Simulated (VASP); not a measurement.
# Zr3MoC (Pm-3m) in VASP: further runs, part 2 of 2

VASP 6.6.1. Earlier steps stand in the parts before.

### 3 Band structure, PBE

Input file INCAR:

```
SYSTEM = Zr3MoC
PREC = Accurate
ENCUT = 900
EDIFF = 1E-7
ISMEAR = -1
SIGMA = 0.05
LREAL = .FALSE.
LASPH = .TRUE.
NELM = 60
ALGO = Normal
ISIF = 2
LWAVE = .FALSE.
LCHARG = .FALSE.
LMAXMIX = 4
GGA = PE
```

Input file KPOINTS:

```
Automatic mesh
0
G
  5 5 5
  0 0 0
```

Input file POSCAR:

```
Zr3MoC
1.0
    4.9425100000      0.0000000000      0.0000000000
    0.0000000000      4.9425100000      0.0000000000
    0.0000000000      0.0000000000      4.9425100000
Zr Mo C
3 1 1
Direct
    0.5000000000      0.0000000000      0.0000000000
    0.0000000000      0.5000000000      0.0000000000
    0.0000000000      0.0000000000      0.5000000000
    0.0000000000      0.0000000000      0.0000000000
    0.5000000000      0.5000000000      0.5000000000
```

Input file KPOINTS_OPT:

```
path GXMGRX,MR
20
line-mode
reciprocal
 0.0000000000  0.0000000000  0.0000000000  G
 0.0000000000  0.5000000000  0.0000000000  X

 0.0000000000  0.5000000000  0.0000000000  X
 0.5000000000  0.5000000000  0.0000000000  M

 0.5000000000  0.5000000000  0.0000000000  M
 0.0000000000  0.0000000000  0.0000000000  G

 0.0000000000  0.0000000000  0.0000000000  G
 0.5000000000  0.5000000000  0.5000000000  R

 0.5000000000  0.5000000000  0.5000000000  R
 0.0000000000  0.5000000000  0.0000000000  X

 0.5000000000  0.5000000000  0.0000000000  M
 0.5000000000  0.5000000000  0.5000000000  R
```

Potentials or basis: VASP PAW PBE potentials, release 64 (Zr_sv, Mo, C).

Started as:

```console
$ cat potpaw_PBE.64/Zr_sv/POTCAR potpaw_PBE.64/Mo/POTCAR potpaw_PBE.64/C/POTCAR > POTCAR
$ mpirun -np 1 vasp_std > vasp.out
```

OUTCAR:

```text
SYSTEM = Zr3MoC
   PREC = Accurate
   ENCUT = 900
   EDIFF = 1E-7
   ISMEAR = -1
   LREAL = .FALSE.
   LASPH = .TRUE.
   NELM = 60
   ISIF = 2
   GGA = PE

 ion  position               nearest neighbor table
   1  0.500  0.000  0.000-   4 2.47   4 2.47   2 3.49   3 3.49   2 3.49   2 3.49   3 3.49   3 3.49
                             3 3.49   2 3.49
   2  0.000  0.500  0.000-   4 2.47   4 2.47   1 3.49   3 3.49   1 3.49   3 3.49   3 3.49   3 3.49
                             1 3.49   1 3.49
[... 491 lines left out ...]
  -------------------------------------------------------------------------------------
  Total        1.1366982      1.1366982      1.1366982      0.0000000      0.0000000      0.0000000
  in kB       15.0838806     15.0838806     15.0838806      0.0000000      0.0000000      0.0000000
  external PRESSURE =      15.0838806 kB  Pullay stress =       0.0000000 kB

 VOLUME and BASIS-vectors are now :
 -----------------------------------------------------------------------------
  energy-cutoff  :      900.00
  volume of cell :      120.74
      direct lattice vectors                 reciprocal lattice vectors
     4.942510000  0.000000000  0.000000000     0.202326348  0.000000000  0.000000000
     0.000000000  4.942510000  0.000000000     0.000000000  0.202326348  0.000000000
     0.000000000  0.000000000  4.942510000     0.000000000  0.000000000  0.202326348

 POSITION                                       TOTAL-FORCE (eV/Angst)
 -----------------------------------------------------------------------------------
      2.47126      0.00000      0.00000         0.000000      0.000000      0.000000
      0.00000      2.47126      0.00000         0.000000      0.000000      0.000000
      0.00000      0.00000      2.47126         0.000000      0.000000      0.000000
      0.00000      0.00000      0.00000         0.000000      0.000000      0.000000
      2.47126      2.47126      2.47126         0.000000      0.000000      0.000000
 -----------------------------------------------------------------------------------
    total drift:                                0.000000      0.000000      0.000000

  FREE ENERGIE OF THE ION-ELECTRON SYSTEM (eV)
  ---------------------------------------------------
  free  energy   TOTEN  =       -36.3079677867 eV

  energy  without entropy=      -36.2420864379  energy(sigma->0) =      -36.27502711
```

stdout:

```text
POSCAR found type information on POSCAR ZrMoC
 POSCAR found :  3 types and       5 ions
 scaLAPACK will be used
 LDA part: xc-table for (Slater+PW92), standard interpolation
 POSCAR, INCAR and KPOINTS ok, starting setup
 FFT: planning ... GRIDC
 FFT: planning ... GRID_SOFT
 FFT: planning ... GRID
 WAVECAR not read
 entering main loop
 Start KPOINTS_OPT (optional k-point list driver)
k-point batch [1-10\120]
k-point batch [11-20\120]
k-point batch [21-30\120]
k-point batch [31-40\120]
k-point batch [41-50\120]
k-point batch [51-60\120]
k-point batch [61-70\120]
k-point batch [71-80\120]
k-point batch [81-90\120]
k-point batch [91-100\120]
k-point batch [101-110\120]
k-point batch [111-120\120]
```

Wall time 15 min (1 thread of Intel Xeon Platinum 8375C at 2.90GHz (Ice Lake), shared host); peak memory 0.36 GiB.

Results:

```
Free energy             : -36.3080 eV
Pressure                : 1.5 GPa
Band gap along the path : none (metal or under the smearing width)
```

Levels at the corners of the path, in eV from the Fermi level:
| point | band 20 | band 21 | band 22 | band 23 | band 24 | band 25 | band 26 | band 27 |
| --- | --- | --- | --- | --- | --- | --- | --- | --- |
| Γ | -0.86 | -0.86 | -0.48 | -0.43 | -0.43 | -0.43 | 1.77 | 1.77 |
| X | -0.46 | -0.28 | -0.28 | -0.03 | 0.13 | 0.13 | 0.18 | 1.35 |
| X | -0.46 | -0.28 | -0.28 | -0.03 | 0.13 | 0.13 | 0.18 | 1.34 |
| M | -1.23 | -0.57 | -0.29 | -0.29 | -0.17 | 0.37 | 1.45 | 1.48 |
| M | -1.23 | -0.57 | -0.29 | -0.29 | -0.17 | 0.37 | 1.45 | 1.45 |
| Γ | -0.86 | -0.86 | -0.48 | -0.43 | -0.43 | -0.43 | 1.77 | 1.77 |
| Γ | -0.86 | -0.86 | -0.48 | -0.43 | -0.43 | -0.43 | 1.77 | 1.77 |
| R | 0.14 | 0.14 | 0.14 | 0.19 | 0.38 | 0.38 | 0.38 | 0.72 |
| R | 0.14 | 0.14 | 0.14 | 0.19 | 0.38 | 0.38 | 0.38 | 0.72 |
| X | -0.46 | -0.28 | -0.28 | -0.03 | 0.13 | 0.13 | 0.18 | 1.34 |
| M | -1.23 | -0.57 | -0.29 | -0.29 | -0.17 | 0.37 | 1.45 | 1.46 |
| R | 0.14 | 0.14 | 0.14 | 0.19 | 0.38 | 0.38 | 0.38 | 0.72 |

### 4 Band structure, PBE

INCAR is that of step 3.

KPOINTS is that of step 3.

POSCAR is that of step 3.

KPOINTS_OPT is that of step 3.

Potentials or basis: VASP PAW PBE potentials, release 64 (Zr_sv, Mo_pv, C).

Started as:

```console
$ cat potpaw_PBE.64/Zr_sv/POTCAR potpaw_PBE.64/Mo_pv/POTCAR potpaw_PBE.64/C/POTCAR > POTCAR
$ mpirun -np 1 vasp_std > vasp.out
```

OUTCAR:

```text
SYSTEM = Zr3MoC
   PREC = Accurate
   ENCUT = 900
   EDIFF = 1E-7
   ISMEAR = -1
   LREAL = .FALSE.
   LASPH = .TRUE.
   NELM = 60
   ISIF = 2
   GGA = PE

 ion  position               nearest neighbor table
   1  0.500  0.000  0.000-   4 2.47   4 2.47   2 3.49   3 3.49   2 3.49   2 3.49   3 3.49   3 3.49
                             3 3.49   2 3.49
   2  0.000  0.500  0.000-   4 2.47   4 2.47   1 3.49   3 3.49   1 3.49   3 3.49   3 3.49   3 3.49
                             1 3.49   1 3.49
   3  0.000  0.000  0.500-   4 2.47   4 2.47   1 3.49   1 3.49   2 3.49   2 3.49   2 3.49   2 3.49
                             1 3.49   1 3.49
   4  0.000  0.000  0.000-   1 2.47   2 2.47   3 2.47   3 2.47   2 2.47   1 2.47
   5  0.500  0.500  0.500-

  LATTYP: Found a simple cubic cell.
 ALAT       =     4.9425100000

  Lattice vectors:

 A1 = (   4.9425100000,   0.0000000000,   0.0000000000)
 A2 = (   0.0000000000,   4.9425100000,   0.0000000000)
 A3 = (   0.0000000000,   0.0000000000,   4.9425100000)

Analysis of symmetry for initial positions (statically):
[... 162 lines left out ...]
  energy without entropy =      -36.24240473  energy(sigma->0) =      -36.27416207

 E-fermi :   6.1847     XC(G=0): -10.0736

 val. band max:        6.1586679293   @ k =   0.4000   0.4000   0.2000
 cond. band min:       6.2024669158   @ k =   0.4000   0.0000   0.0000
 fundamental gap:      0.0437989865
 Fermi energy:         6.1846959140

 k-point     1 :       0.0000    0.0000    0.0000
  band No.  band energies     occupation
      1     -43.0056      2.00000
      2     -42.9686      2.00000
      3     -42.9686      2.00000
      4     -28.1366      2.00000
      5     -28.1366      2.00000
      6     -28.1366      2.00000
[... 329 lines left out ...]
     30       7.1382      0.00000
     31       7.1403      0.00000

------------------------ aborting loop because EDIFF is reached ----------------------------------------

  FORCE on cell =-STRESS in cart. coord.  units (eV):
  Direction    XX          YY          ZZ          XY          YZ          ZX
  --------------------------------------------------------------------------------------
  -------------------------------------------------------------------------------------
  Total        0.7741658      0.7741658      0.7741658     -0.0000000      0.0000000      0.0000000
  in kB       10.2731083     10.2731083     10.2731083     -0.0000000      0.0000000      0.0000000
  external PRESSURE =      10.2731083 kB  Pullay stress =       0.0000000 kB

 VOLUME and BASIS-vectors are now :
 -----------------------------------------------------------------------------
  energy-cutoff  :      900.00
  volume of cell :      120.74
      direct lattice vectors                 reciprocal lattice vectors
     4.942510000  0.000000000  0.000000000     0.202326348  0.000000000  0.000000000
     0.000000000  4.942510000  0.000000000     0.000000000  0.202326348  0.000000000
     0.000000000  0.000000000  4.942510000     0.000000000  0.000000000  0.202326348

 POSITION                                       TOTAL-FORCE (eV/Angst)
 -----------------------------------------------------------------------------------
      2.47126      0.00000      0.00000         0.000000      0.000000      0.000000
      0.00000      2.47126      0.00000         0.000000      0.000000      0.000000
      0.00000      0.00000      2.47126         0.000000      0.000000      0.000000
      0.00000      0.00000      0.00000         0.000000      0.000000      0.000000
      2.47126      2.47126      2.47126         0.000000      0.000000      0.000000
 -----------------------------------------------------------------------------------
    total drift:                                0.000000      0.000000      0.000000

  FREE ENERGIE OF THE ION-ELECTRON SYSTEM (eV)
  ---------------------------------------------------
  free  energy   TOTEN  =       -36.3059194064 eV

  energy  without entropy=      -36.2424047327  energy(sigma->0) =      -36.27416207
```

OSZICAR:

```text
N       E                     dE             d eps       ncg     rms          rms(c)
DAV:   1     0.729879955605E+03    0.72988E+03   -0.36117E+04   620   0.248E+03
DAV:   2     0.199833643355E+02   -0.70990E+03   -0.69581E+03   731   0.593E+02
DAV:   3    -0.369617174120E+02   -0.56945E+02   -0.56065E+02  1008   0.133E+02
DAV:   4    -0.415253043176E+02   -0.45636E+01   -0.45334E+01   984   0.332E+01
DAV:   5    -0.418023151391E+02   -0.27701E+00   -0.27692E+00   929   0.675E+00    0.252E+01
DAV:   6    -0.396334526870E+02    0.21689E+01   -0.89187E+01   826   0.372E+01    0.273E+01
DAV:   7    -0.364595702942E+02    0.31739E+01   -0.19698E+01   734   0.218E+01    0.111E+01
DAV:   8    -0.364667744444E+02   -0.72042E-02   -0.31915E+00   834   0.768E+00    0.283E+00
DAV:   9    -0.362975880214E+02    0.16919E+00   -0.12314E+00   876   0.326E+00    0.115E+00
DAV:  10    -0.363068720163E+02   -0.92840E-02   -0.11371E-01   826   0.137E+00    0.693E-01
[... 152 further cycles ...]
DAV:  10    -0.708874522700E+04   -0.34261E-02      792
DAV:  11    -0.708874686122E+04   -0.16342E-02      665
DAV:  12    -0.708874760162E+04   -0.74040E-03      632
DAV:  13    -0.708874789603E+04   -0.29442E-03      584
DAV:  14    -0.708874801824E+04   -0.12221E-03      592
DAV:  15    -0.708874806343E+04   -0.45189E-04      544
DAV:  16    -0.708874808050E+04   -0.17069E-04      528
DAV:  17    -0.708874808938E+04   -0.88779E-05      520
DAV:  18    -0.708874808996E+04   -0.58093E-06      520
DAV:  19    -0.708874808997E+04   -0.18293E-07      520
```

It took 13 min on 1 thread of Intel Xeon Platinum 8375C at 2.90GHz (Ice Lake), shared host; peak memory 0.38 GiB.

Results:

| Quantity | Value |
| --- | --- |
| Free energy | -36.3059 eV |
| Pressure | 1.0 GPa |
| Band gap along the path | none (metal or under the smearing width) |

Levels at the corners of the path, in eV from the Fermi level:
```tsv
point	band 22	band 23	band 24	band 25	band 26	band 27	band 28	band 29	band 30	band 31
Γ	-3.04	-0.85	-0.85	-0.47	-0.43	-0.43	-0.43	1.78	1.78	1.78
X	-2.02	-0.43	-0.28	-0.28	-0.02	0.13	0.13	0.19	1.34	1.54
X	-2.02	-0.43	-0.28	-0.28	-0.02	0.13	0.13	0.19	1.34	1.54
M	-1.32	-1.22	-0.55	-0.27	-0.27	-0.16	0.37	1.46	1.46	1.70
M	-1.32	-1.22	-0.55	-0.27	-0.27	-0.16	0.37	1.46	1.46	1.70
Γ	-3.04	-0.85	-0.85	-0.47	-0.43	-0.43	-0.43	1.78	1.78	1.78
Γ	-3.04	-0.85	-0.85	-0.47	-0.43	-0.43	-0.43	1.78	1.78	1.78
R	-1.80	0.13	0.13	0.13	0.19	0.36	0.36	0.36	0.71	0.71
R	-1.80	0.13	0.13	0.13	0.19	0.36	0.36	0.36	0.71	0.71
X	-2.02	-0.43	-0.28	-0.28	-0.02	0.13	0.13	0.19	1.34	1.54
M	-1.32	-1.22	-0.55	-0.27	-0.27	-0.16	0.37	1.46	1.46	1.70
R	-1.80	0.13	0.13	0.13	0.19	0.36	0.36	0.36	0.71	0.71
```

### 5 Overview

```tsv
potentials or basis	pressure (GPa)
VASP PAW PBE potentials, release 64 (Zr_sv, Mo_sv, C)	1.0
VASP PAW PBE potentials, release 64 (Zr_sv, Mo, C)	1.5
VASP PAW PBE potentials, release 64 (Zr_sv, Mo_pv, C)	1.0
```

Alike in all rows: task band structure; level PBE; no spin polarisation; cell as given; k mesh 5 × 5 × 5; cutoff (eV) 900; smearing fermi-dirac 0.05 eV.

Absolute energies hang on the potentials; compare differences alone.
